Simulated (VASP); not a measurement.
A VASP calculation is set up with these files.

**INCAR**
```
SYSTEM = As
PREC = Accurate
ENCUT = 400
EDIFF = 1E-6
NELM = 100
ALGO = Normal
LREAL = .FALSE.
LASPH = .TRUE.
ISMEAR = 1
SIGMA = 0.1
GGA = PE
LMAXMIX = 4
LWAVE = .FALSE.
LCHARG = .FALSE.
ISIF = 2
```

### POSCAR
```
As
1
    3.6803640000    -1.8800000000     0.0000000000
    3.6803640000     1.8800000000     0.0000000000
    2.7200240000     0.0000000000     3.1114220000
As
2
Direct
  0.2270000000   0.2270000000   0.2270000000
  0.7730000000   0.7730000000   0.7730000000
```

**KPOINTS**
```
k-points along high-symmetry lines
5
Line-mode
Reciprocal
  0.000000   0.000000   0.000000 ! GAMMA
  0.500000   0.500000   0.500000 ! T

  0.500000   0.500000   0.500000 ! T
  0.769824   0.230176   0.500000 ! H_2

  0.500000  -0.230176   0.230176 ! H_0
  0.500000   0.000000   0.000000 ! L

  0.500000   0.000000   0.000000 ! L
  0.000000   0.000000   0.000000 ! GAMMA

  0.000000   0.000000   0.000000 ! GAMMA
  0.365088  -0.365088  -0.000000 ! S_0

  0.634912  -0.000000   0.365088 ! S_2
  0.500000  -0.000000   0.500000 ! F

  0.500000  -0.000000   0.500000 ! F
  0.000000   0.000000   0.000000 ! GAMMA
```

POTCAR, in this order: As (PBE.64 set). Program: vasp_std.

Output

### standard output
```
 POSCAR found type information on POSCAR As
 POSCAR found :  1 types and       2 ions
 Reading from existing POTCAR
 Reading from existing POTCAR
 LDA part: xc-table for (Slater+PW92), standard interpolation
 POSCAR, INCAR and KPOINTS ok, starting setup
 WAVECAR not read
 entering main loop
       N       E                     dE             d eps       ncg     rms          rms(c)
DAV:   1     0.286159276873E+02    0.28616E+02   -0.38549E+03   630   0.749E+02
DAV:   2    -0.617454448895E+01   -0.34790E+02   -0.33377E+02  1012   0.113E+02
DAV:   3    -0.708479584464E+01   -0.91025E+00   -0.90736E+00   759   0.223E+01
DAV:   4    -0.708879472670E+01   -0.39989E-02   -0.39985E-02   843   0.154E+00
DAV:   5    -0.708880310893E+01   -0.83822E-05   -0.83818E-05   714   0.601E-02    0.402E+00
DAV:   6    -0.703867098568E+01    0.50132E-01   -0.42386E-02   688   0.126E+00    0.240E+00
DAV:   7    -0.702041781040E+01    0.18253E-01   -0.69798E-02   704   0.169E+00    0.193E-01
DAV:   8    -0.702078173200E+01   -0.36392E-03   -0.38266E-03   692   0.450E-01    0.339E-02
DAV:   9    -0.702082003142E+01   -0.38299E-04   -0.16292E-04   749   0.102E-01    0.176E-02
DAV:  10    -0.702084180838E+01   -0.21777E-04   -0.32369E-05   731   0.416E-02    0.536E-03
DAV:  11    -0.702084282821E+01   -0.10198E-05   -0.15685E-06   618   0.950E-03    0.344E-03
DAV:  12    -0.702084286452E+01   -0.36308E-07   -0.62156E-07   370   0.610E-03
   1 F= -.70208429E+01 E0= -.70208091E+01  d E =-.101356E-03
```

File OUTCAR:
```
------------------------ aborting loop because EDIFF is reached ----------------------------------------
  FORCE on cell =-STRESS in cart. coord.  units (eV):
  Direction    XX          YY          ZZ          XY          YZ          ZX
  --------------------------------------------------------------------------------------
  Total        4.7852836      4.8759629      4.8673240      0.0000000      0.0000000     -0.0279885
  in kB      178.0658872    181.4401660    181.1187047      0.0000000      0.0000000     -1.0414825
  external PRESSURE =     180.2082526 kB  Pullay stress =       0.0000000 kB
  volume of cell :       43.06
      direct lattice vectors                 reciprocal lattice vectors
     3.680364000 -1.880000000  0.000000000     0.135856127 -0.265957447 -0.118766251
     3.680364000  1.880000000  0.000000000     0.135856127  0.265957447 -0.118766251
     2.720024000  0.000000000  3.111422000     0.000000000  0.000000000  0.321396455
 POSITION                                       TOTAL-FORCE (eV/Angst)
 -----------------------------------------------------------------------------------
      2.28833      0.00000      0.70629        -0.651355      0.000000     -0.201041
      7.79242      0.00000      2.40513         0.651355      0.000000      0.201041
 -----------------------------------------------------------------------------------
    total drift:                               -0.000000      0.000000     -0.000000
  FREE ENERGIE OF THE ION-ELECTRON SYSTEM (eV)
  ---------------------------------------------------
  free  energy   TOTEN  =        -7.0208428645 eV

  energy  without entropy=       -7.0207415082  energy(sigma->0) =       -7.02080908
```
(Selected blocks of OUTCAR.)

Problem. The run ends quietly. Is anything wrong with it?

Solution. The cause: a line-mode KPOINTS file was used for a self-consistent run. The run ends without an error. Against the sound run, the energy per atom (σ→0) rises by 1.154 eV/atom; the pressure increases by 14.50 GPa; the largest force goes up by 0.391 eV/Å. To mend it, correct KPOINTS.
### KPOINTS
```
Automatic mesh
0
Gamma
9 9 9
0 0 0
```
The mended run (PBE GGA, plane waves, VASP's PBE PAW potentials (set 64)) converges, and its OSZICAR ends with
```
   1 F= -.93296092E+01 E0= -.93295466E+01  d E =-.187792E-03
```

The compound is As in the a7 structure. The cell was not relaxed at this level.
